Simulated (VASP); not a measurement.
Cd4TeO3: relaxation of cell and atoms with PBE

The system is Cd4TeO3.

```
CELL_PARAMETERS angstrom
3.78215 -5.35537 0.00000
3.78215 5.35537 0.00000
0.00000 0.00000 3.80305
ATOMIC_POSITIONS crystal
Cd 0.24515 0.75485 0.00000
Cd 0.75899 0.75899 0.50000
Cd 0.24101 0.24101 0.50000
Cd 0.75485 0.24515 0.00000
Te 0.50000 0.50000 0.00000
O 0.00000 0.50000 0.50000
O 0.50000 0.00000 0.50000
O 0.00000 0.00000 0.00000
```

The cell was built by a generator and needn't be a form met in nature.

```json
{
  "Program": "VASP 6.6.1",
  "Task": "relaxation of cell and atoms",
  "Functional": "PBE",
  "Potentials or basis": "VASP PAW PBE potentials, release 64 (Cd, Te, O)",
  "Cutoff": "520 eV",
  "k mesh": "3 × 3 × 4",
  "Occupations": "gaussian, width 0.15 eV",
  "Spin": "no spin polarisation",
  "Further INCAR settings": "PREC = Normal; ALGO = Fast; EDIFF = 0.0001; IBRION = 2; EDIFFG = -0.08; NSW = 24; ISIF = 3"
}
```

| Quantity | Value |
| --- | --- |
| Relaxed volume | 17.35 Å³/atom |
| Relaxed cell | a = 6.401 Å, b = 6.401 Å, c = 3.550 Å, α = 90.00°, β = 90.00°, γ = 107.34° |
| Space group after relaxing (to 0.05 Å) | Cmmm (No. 65) |
| Energy gained by relaxing | 150.6 meV/atom |
| Ionic steps | 10 |
| Pressure after relaxing | -0.4 GPa |
| Largest force after relaxing | 0.067 eV/Å |
| Band gap on the k mesh | none (metal or under the smearing width) |

Forces on the atoms (eV/Å):
```
Cd   0.000 -0.045  0.000
Cd   0.067  0.000  0.000
Cd  -0.067  0.000  0.000
Cd   0.000  0.045  0.000
Te   0.000  0.000  0.000
O    0.000  0.000  0.000
O    0.000  0.000  0.000
O    0.000  0.000  0.000
```

Stress tensor (GPa, compression positive):
```
-0.61  0.00  0.00
 0.00  0.02  0.00
 0.00  0.00 -0.56
```

Step by step:
```
step  energy change (eV)  largest force (eV/Å)  pressure (GPa)  volume (Å³)
   1              0.0000                2.3391           -5.13       154.06
   2             -0.8898                1.3760           -0.72       140.71
   3             -1.0224                0.6470            4.87       132.29
   4             -1.0314                0.8236            3.61       133.97
   5             -1.1675                0.0828           -0.47       139.29
   6             -1.1687                0.0171           -0.19       138.82
   7             -1.1813                0.0554           -0.09       138.63
   8             -1.1983                0.1444            0.22       138.00
   9             -1.1987                0.1613            0.27       137.86
  10             -1.2048                0.0665           -0.38       138.82
```

Final structure:
```
Cd Te O
1.0
     3.79212   -5.15657    0.00000
     3.79212    5.15657    0.00000
     0.00000    0.00000    3.54963
Cd Te O
4 1 3
Direct
  0.22978 0.77022 0.00000
  0.79309 0.79309 0.50000
  0.20691 0.20691 0.50000
  0.77022 0.22978 0.00000
  0.50000 0.50000 0.00000
  0.00000 0.50000 0.50000
  0.50000 0.00000 0.50000
  0.00000 0.00000 0.00000
```

Levels at points of the mesh, in eV from the Fermi level:
| k point | band 33 | band 34 | band 35 | band 36 | band 37 | band 38 | band 39 | band 40 |
| --- | --- | --- | --- | --- | --- | --- | --- | --- |
| (0.00, 0.00, 0.00) | -1.94 | -1.26 | -1.10 | -0.77 | -0.05 | 0.27 | 1.76 | 3.67 |
| (0.00, 0.00, 0.50) | -3.09 | -2.53 | -1.47 | -1.40 | 1.55 | 2.51 | 2.64 | 3.49 |

It took 6.5 min on 1 thread of Intel(R) Xeon(R) Platinum 8375C CPU @ 2.90GHz (Ice Lake), with other jobs on the host, peak memory 0.23 GiB.

Caveat: the k mesh is coarse (spacing up to 0.41 Å⁻¹), so the values aren't converged; the relaxation stopped at a loose force limit of 0.08 eV/Å, so its end isn't a converged minimum. Spin-orbit coupling is left out, which matters for the levels of Te.
